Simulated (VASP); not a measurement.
Calculation: r2SCAN meta-GGA, VASP's PBE PAW potentials (set 64) (plane waves; VASP).

The input files of a VASP run:

**POSCAR**
```
Tl
1
    1.7300000000    -2.9964480000     0.0000000000
    1.7300000000     2.9964480000     0.0000000000
    0.0000000000     0.0000000000     5.5200000000
Tl
2
Direct
  0.3333330000   0.6666670000   0.2500000000
  0.6666670000   0.3333330000   0.7500000000
```

### INCAR
```
ALGO = Normal
EDIFF = 1E-6
EDIFFG = -0.01
ENCUT = 400
IBRION = 2
ISIF = 3
ISMEAR = 1
LASPH = .TRUE.
LCHARG = .FALSE.
LMAXMIX = 4
LMIXTAU = .TRUE.
LREAL = .FALSE.
LWAVE = .FALSE.
METAGGA = R2SCAN
NELM = 100
NSW = 60
PREC = Accurate
SIGMA = 0.1
SYSTEM = Tl
```

File KPOINTS:
```
Automatic mesh
0
Gamma
11 11 6
0 0 0
```

POTCAR, in this order: Tl_d (PBE.64 set). Program: vasp_std.

Problem. What will the output report for the number of irreducible k-points (NKPTS), largest plane-wave count, number of space-group operations, FFT grid (NGX, NGY, NGZ)?

Solution. 
- number of irreducible k-points (NKPTS): 64
- largest plane-wave count: 1087
- number of space-group operations: 24
- FFT grid (NGX, NGY, NGZ): 24 × 24 × 36

The compound is Tl in the hcp structure. This run relaxes it. Symmetry was kept, so distortions that lower it aren't found.
